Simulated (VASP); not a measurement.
Runs of VASP 6.6.1 on ScAl3. The structure is cubic, space group Pm-3m (No. 221). The conventional cell has a = 4.088 Å, b = 4.088 Å, c = 4.088 Å, α = 90.00°, β = 90.00°, γ = 90.00°. Sc (site symmetry m-3m) has 12 Al at 2.89 Å as nearest neighbours. Around Al (site symmetry 4/mmm) lie 4 Sc at 2.89 Å and 8 Al at 2.89 Å. The cell is a database's computed one.

```tsv
level	potentials or basis	k mesh	cutoff (eV)	gap on the mesh (eV)	pressure (GPa)	relaxed volume (Å³/atom)
RPBE	VASP PAW PBE potentials, release 64 (Sc_sv, Al)	10 × 10 × 10	600	none	0.0	(b)
r2SCAN	VASP PAW PBE potentials, release 64 (Sc_sv, Al)	10 × 10 × 10	600	none	0.1	17.03
LDA	VASP PAW LDA potentials, release 64 (Sc_sv, Al)	10 × 10 × 10	600	none	0.0	16.40
PBE+D3(BJ)	VASP PAW PBE potentials, release 64 (Sc_sv, Al)	10 × 10 × 10	600	none	0.0	16.60
PBE	VASP PAW PBE potentials, release 64 (Sc_sv, Al)	5 × 5 × 5	300	none	0.0	(a)
```

Alike in all rows: task relaxation of cell and atoms; no spin polarisation; cell relaxed; smearing methfessel-paxton 0.1 eV.

Fill in the values left out.

(a) 17.24; (b) 17.69.

Caveats: the PAW data sets were made with another functional, which shifts forces and pressure a little (some runs); pairwise dispersion overbinds metals, which lowers pressure and volume (some runs).

A k mesh can miss the band edges.

A gap of «none» marks a metal or a gap under the smearing width.

Not every run made on this cell is shown here.
